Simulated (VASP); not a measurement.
Data:

```
CELL_PARAMETERS angstrom
      2.12364    -3.67826     0.00000
      2.12364     3.67826     0.00000
      0.00000     0.00000     5.08129
ATOMIC_POSITIONS crystal
  Si 0.00000 0.42283 0.33333
  Si 0.57717 0.57717 0.00000
  Si 0.42283 0.00000 0.66667
  O  0.32908 0.36209 0.25126
  O  0.63791 0.96699 0.91792
  O  0.67092 0.03301 0.41541
  O  0.96699 0.63791 0.08208
  O  0.36209 0.32908 0.74874
  O  0.03301 0.67092 0.58459
```

Calculation: PBEsol GGA, VASP's PBE PAW potentials (set 64) (plane waves; VASP). Settings: 620 eV cut-off, 6×6×5 Γ-centred mesh, Gaussian smearing of 0.050 eV, potentials Si O.

Energy and stress use the plane-wave basis of the starting cell.

Q: The ions, cell shape and volume at an external pressure of 45.0 GPa are relaxed. Give the cell that the relaxation ends in.

A: 
```
CELL_PARAMETERS angstrom
      2.05280    -3.55557     0.00000
      2.05280     3.55557     0.00000
      0.00000     0.00000     4.99084
ATOMIC_POSITIONS crystal
  Si 0.00000 0.41389 0.33333
  Si 0.58611 0.58611 0.00000
  Si 0.41389 0.00000 0.66667
  O  0.33647 0.34574 0.25251
  O  0.65426 0.99073 0.91918
  O  0.66353 0.00927 0.41415
  O  0.99073 0.65426 0.08082
  O  0.34574 0.33647 0.74749
  O  0.00927 0.66353 0.58585
```
Space group P3_221 (154), at a tolerance of 0.03 Å.

Q: How do energy and volume change from the first to the last step?

A: The energy (σ→0) changes by +168.0 meV/atom and the volume by -8.2 %, in 15 ionic steps.

The compound is SiO2 in the quartz structure. This run relaxes it under an external pressure of 45 GPa. Symmetry was kept, so distortions that lower it aren't found.
